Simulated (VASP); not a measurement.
Consider the following.

```yaml
crystal:
  lattice:
    - [4.94851, 0.00000, 0.00000]
    - [0.00000, 4.94851, 0.00000]
    - [0.00000, 0.00000, 3.37730]
  atoms:
    - { symbol: Pb, position: [0.00000, 0.00000, 0.00000] }
    - { symbol: Pb, position: [0.50000, 0.50000, 0.50000] }
    - { symbol: O, position: [0.30743, 0.30743, 0.00000] }
    - { symbol: O, position: [0.69257, 0.69257, 0.00000] }
    - { symbol: O, position: [0.19257, 0.80743, 0.50000] }
    - { symbol: O, position: [0.80743, 0.19257, 0.50000] }
```

All values below come from PBE GGA, VASP's PBE PAW potentials (set 64) (plane waves; VASP). Run with 400 eV cut-off, 6×6×9 Γ-centred mesh, Gaussian smearing of 0.10 eV, potentials Pb_d O.

At this cut-off the stress carries a Pulay error, which pulls relaxed volumes low.

**Question.** Give the force on each atom (eV/Å).

**Answer.** 
```json
[
 {"atom": "Pb1", "Fx": "0.000", "Fy": "0.000", "Fz": "0.000"},
 {"atom": "Pb2", "Fx": "0.000", "Fy": "0.000", "Fz": "0.000"},
 {"atom": "O3", "Fx": "-0.084", "Fy": "-0.084", "Fz": "0.000"},
 {"atom": "O4", "Fx": "0.084", "Fy": "0.084", "Fz": "0.000"},
 {"atom": "O5", "Fx": "0.084", "Fy": "-0.084", "Fz": "0.000"},
 {"atom": "O6", "Fx": "-0.084", "Fy": "0.084", "Fz": "0.000"}
]
```

**Question.** Give the stress tensor in GPa (positive for a compressed cell).

**Answer.** 
```
4.49  0.00  0.00
0.00  4.49  0.00
0.00  0.00  7.50
```
The pressure is its mean diagonal, 5.50 GPa.

The structure comes from a computed database's PbO2 entry; how it stands against other phases isn't given here. The cell was not relaxed at this level.
